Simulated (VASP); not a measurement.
Calculation: TPSS meta-GGA, VASP's PBE PAW potentials (set 64) (plane waves; VASP).

VASP ran on this input.

**KPOINTS**
```
Automatic mesh
0
Gamma
11 11 9
0 0 0
```

**INCAR**
```
# general
SYSTEM   =  HfB2
PREC     =  Accurate
ENCUT    =  520
LREAL    =  .False.   # projection in real space or not
LASPH    =  .True.   # aspherical one-centre terms

# electronic loop
EDIFF    =  1E-7
NELM     =  100   # most electronic steps
ALGO     =  Normal
LMAXMIX  =  6
LMIXTAU  =  .True.

# smearing
ISMEAR   =  1   # Methfessel-Paxton
SIGMA    =  0.1

# functional
METAGGA  =  TPSS

# ions
IBRION   =  2
NSW      =  30   # most ionic steps
ISIF     =  4   # ions and shape, fixed volume
EDIFFG   =  -0.01

# output
LWAVE    =  .False.
LCHARG   =  .False.
```

POSCAR:
```
HfB2
1
    1.5974406652    -2.7668486295     0.0000000000
    1.5974406652     2.7668486295     0.0000000000
    0.0000000000     0.0000000000     3.5344823407
Hf B
1 2
Direct
  0.0000000000   0.0000000000   0.0000000000
  0.3333330000   0.6666670000   0.5000000000
  0.6666670000   0.3333330000   0.5000000000
```

POTCAR, in this order: Hf_pv B (PBE.64 set). Program: vasp_std.

Output

File OSZICAR:
```
       N       E                     dE             d eps       ncg     rms          rms(c)
DAV:   1     0.616547764353E+02    0.61655E+02   -0.94590E+03  1920   0.149E+03
DAV:   2    -0.138800151823E+02   -0.75535E+02   -0.70331E+02  2556   0.353E+02
DAV:   3    -0.173330350664E+02   -0.34530E+01   -0.33572E+01  2668   0.581E+01
DAV:   4    -0.174154378156E+02   -0.82403E-01   -0.81968E-01  2544   0.967E+00
DAV:   5    -0.174177233460E+02   -0.22855E-02   -0.22843E-02  2712   0.130E+00    0.592E+01
DAV:   6    -0.304435934580E+02   -0.13026E+02   -0.12968E+01  1920   0.561E+01    0.286E+01
DAV:   7    -0.298380230556E+02    0.60557E+00   -0.46649E+00  2492   0.193E+01    0.138E+01
DAV:   8    -0.303523708930E+02   -0.51435E+00   -0.32782E-01  2132   0.625E+00    0.124E+01
DAV:   9    -0.303457844938E+02    0.65864E-02   -0.52581E-02  2368   0.185E+00    0.599E+00
DAV:  10    -0.305383304718E+02   -0.19255E+00   -0.31847E-01  2384   0.607E+00    0.945E-01
DAV:  11    -0.305942448336E+02   -0.55914E-01   -0.27884E-02  2132   0.205E+00    0.129E+00
DAV:  12    -0.305934130591E+02    0.83177E-03   -0.14280E-03  2448   0.442E-01    0.210E-01
DAV:  13    -0.305940660237E+02   -0.65296E-03   -0.12463E-03  2088   0.400E-01    0.411E-01
DAV:  14    -0.305949272841E+02   -0.86126E-03   -0.48901E-04  2088   0.283E-01    0.253E-01
DAV:  15    -0.305950849709E+02   -0.15769E-03   -0.60033E-05  2320   0.105E-01    0.671E-02
DAV:  16    -0.305950896559E+02   -0.46850E-05   -0.61393E-06  2468   0.224E-02    0.751E-03
DAV:  17    -0.305950889736E+02    0.68224E-06   -0.61391E-07  2332   0.858E-03    0.106E-02
DAV:  18    -0.305950897683E+02   -0.79470E-06   -0.15019E-07  1308   0.407E-03    0.115E-03
DAV:  19    -0.305950896569E+02    0.11142E-06   -0.19292E-08  1220   0.152E-03    0.149E-03
DAV:  20    -0.305950895554E+02    0.10154E-06   -0.42885E-09  1152   0.710E-04    0.424E-04
DAV:  21    -0.305950895479E+02    0.74212E-08   -0.11772E-09  1124   0.350E-04
   1 F= -.30595090E+02 E0= -.30595089E+02  d E =-.305951E+02
       N       E                     dE             d eps       ncg     rms          rms(c)
DAV:   1    -0.305958473303E+02   -0.75777E-03   -0.38843E-02  2060   0.172E+00    0.225E-01
DAV:   2    -0.305955137260E+02    0.33360E-03   -0.50918E-04  2352   0.202E-01    0.935E-02
DAV:   3    -0.305954340498E+02    0.79676E-04   -0.14847E-04  2392   0.114E-01    0.303E-02
DAV:   4    -0.305954097547E+02    0.24295E-04   -0.34594E-05  2512   0.518E-02    0.182E-02
DAV:   5    -0.305954306039E+02   -0.20849E-04   -0.89679E-06  2272   0.369E-02    0.130E-02
DAV:   6    -0.305954234206E+02    0.71833E-05   -0.37889E-06  2296   0.228E-02    0.382E-03
DAV:   7    -0.305954313131E+02   -0.78925E-05   -0.21477E-06  2240   0.174E-02    0.157E-03
DAV:   8    -0.305954311914E+02    0.12163E-06   -0.47089E-08  1216   0.232E-03    0.887E-04
DAV:   9    -0.305954311988E+02   -0.73057E-08   -0.25029E-09  1088   0.519E-04
   2 F= -.30595431E+02 E0= -.30595444E+02  d E =-.341651E-03
```

OUTCAR:
```
------------------------ aborting loop because EDIFF is reached ----------------------------------------
  FORCE on cell =-STRESS in cart. coord.  units (eV):
  Direction    XX          YY          ZZ          XY          YZ          ZX
  --------------------------------------------------------------------------------------
  Total       -2.6310133     -2.6310137     -2.6496631      0.0000000     -0.0000000      0.0000000
  in kB     -134.9173100   -134.9173310   -135.8736641      0.0000000     -0.0000000      0.0000000
  external PRESSURE =    -135.2361017 kB  Pullay stress =       0.0000000 kB
  volume of cell :       31.24
      direct lattice vectors                 reciprocal lattice vectors
     1.595203520 -2.762973760  0.000000000     0.313439629 -0.180964440 -0.000000000
     1.595203520  2.762973760  0.000000000     0.313439629  0.180964440  0.000000000
     0.000000000 -0.000000000  3.544402974    -0.000000000  0.000000000  0.282134962
 POSITION                                       TOTAL-FORCE (eV/Angst)
 -----------------------------------------------------------------------------------
      1.59520      2.76297      0.00000        -0.000000     -0.000000     -0.000000
      1.59520      0.92099      1.77220        -0.000000     -0.000000     -0.000000
      1.59520     -0.92099      1.77220         0.000000      0.000000      0.000000
 -----------------------------------------------------------------------------------
    total drift:                                0.000000      0.000000      0.000000
  FREE ENERGIE OF THE ION-ELECTRON SYSTEM (eV)
  ---------------------------------------------------
  free  energy   TOTEN  =       -30.5954311988 eV

  energy  without entropy=      -30.5954703254  energy(sigma->0) =      -30.59544424

 reached required accuracy - stopping structural energy minimisation
```
(Selected blocks of OUTCAR.)

CONTCAR:
```
HfB2
   1.00000000000000
     1.5952035203844379   -2.7629737599492152    0.0000000000000000
     1.5952035203844379    2.7629737599492152    0.0000000000000000
     0.0000000000000000   -0.0000000000000000    3.5444029740626837
  Hf              B
     1     2
Direct
     0.0000000000000000    1.0000000000000000    0.0000000000000000
     0.3333330000000032    0.6666669999999968    0.5000000000000000
     0.6666669999999968    0.3333330000000032    0.5000000000000000
```

### OUTCAR
```
 val. band max:        7.1110285115   @ k =   0.1818   0.1818   0.1111

 cond. band min:       7.2617430382   @ k =   0.2727   0.1818   0.0000


 Fermi energy:         7.2329876895

 k-point     1 :       0.0000    0.0000    0.0000
  band No.  band energies     occupation
      1     -23.7550      2.00000
      2     -23.3146      2.00000
      3     -23.3146      2.00000
      4      -6.3407      2.00000
      5       4.3066      2.00000
      6       4.4470      2.00000
      7       4.4888      2.00000
      8       4.4888      2.00000
      9      11.1034      0.00000
     10      11.1034      0.00000
     11      11.6892      0.00000
     12      11.6892      0.00000

 k-point     2 :       0.0909    0.0000    0.0000
  band No.  band energies     occupation
      1     -23.7464      2.00000
      2     -23.3681      2.00000
      3     -23.3266      2.00000
      4      -6.1705      2.00000
      5       3.9726      2.00000
      6       4.3149      2.00000
      7       4.4709      2.00000
      8       4.4787      2.00000
      9      10.5478      0.00000
     10      10.9874      0.00000
     11      11.0340      0.00000
     12      11.3036      0.00000

 k-point     3 :       0.1818    0.0000    0.0000
  band No.  band energies     occupation
      1     -23.7234      2.00000
      2     -23.5089      2.00000
      3     -23.3586      2.00000
      4      -5.6785      2.00000
      5       2.7913      2.00000
      6       4.0075      2.00000
      7       4.3885      2.00000
      8       4.8642      2.00000
      9       9.4471      0.00000
     10      10.6963      0.00000
     11      10.8026      0.00000
     12      11.3767      0.00000

 k-point     4 :       0.2727    0.0000    0.0000
  band No.  band energies     occupation
      1     -23.6931      2.00000
      2     -23.6878      2.00000
      3     -23.4002      2.00000
      4      -4.9111      2.00000
      5       1.3918      2.00000
      6       3.6802      2.00000
...
```

Unless said otherwise, spin-orbit coupling is left out, though it shifts the bands of the heavy elements here.

The compound is HfB2 in the AlB2 type structure. This cell is one point of a volume scan, at 1.06 of the reference volume. Symmetry was kept, so distortions that lower it aren't found.
